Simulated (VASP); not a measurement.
A convergence study with VASP on MgTe (wurtzite): one setting is varied, all else stays as given below, so the limit is that of these other settings. Each run relaxes cell and ions from the cell shown. The basis is that of the starting cell, so low cut-offs carry a Pulay error.

```xyz
4
Lattice="2.2750 -3.9404 0.0000 2.2750 3.9404 0.0000 0.0000 0.0000 7.3900" Properties=species:S:1:pos:R:3 pbc="T T T"
Mg     2.2750    -1.3135     3.6950
Mg     2.2750     1.3135     0.0000
Te     2.2750    -1.3135     6.4736
Te     2.2750     1.3135     2.7786
```

Computed with PBE GGA, VASP's PBE PAW potentials (set 64) (plane waves; VASP). The tightest run used: 700 eV cut-off, 4×4×3 Γ-centred mesh, Gaussian smearing of 0.050 eV, potentials Mg Te.

| setting | relaxed volume (Å³/atom) | E (eV/atom) | plane waves |
|---|---|---|---|
| ENCUT = 150 | 34.352 | -3.1884 | 572 |
| ENCUT = 200 | 34.477 | -3.1931 | 864 |
| ENCUT = 250 | 34.518 | -3.1947 | 1201 |

Question: These are the cheaper rows. Estimate the results at ENCUT = 700, and how far the last row shown lies from them.

Answer: 
```
quantity                  tightest run  last row shown is off by
------------------------  ------------  ------------------------
relaxed volume (Å³/atom)        34.529                    -0.011
E (eV/atom)                    -3.1960                    0.0013
```

Left out are rungs that failed or repeat a setting and relaxations that didn't move; long series are thinned to 24 rows.

The compound is MgTe in the wurtzite structure.
